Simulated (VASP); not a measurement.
Energy against volume of GaN (wurtzite). Method: r2SCAN+rVV10, VASP's PBE PAW potentials (set 64) (plane waves; VASP). Run with 520 eV cut-off, 8×8×5 Γ-centred mesh, Gaussian smearing of 0.050 eV, potentials Ga_d N.

Shape and ions are relaxed at each volume.

```
V (Å³/atom)  E (eV/atom)
-----------  -----------
10.677         -10.67867
11.018         -10.70065
11.359         -10.70763
11.700         -10.70185
```

Task: Fit these four points and predict the energy of the run at 12.040 Å³/atom.

Result: A cubic in V^(−2/3), the third-order Birch-Murnaghan form, passes through the four points with V0 = 11.37 Å³/atom and B0 = 199 GPa, and gives -10.6853 eV/atom there. The run gave -10.6852 eV/atom, +0.0 meV/atom from the fit; all five points give B0 = 199 GPa.

The compound is GaN in the wurtzite structure. It was relaxed first.
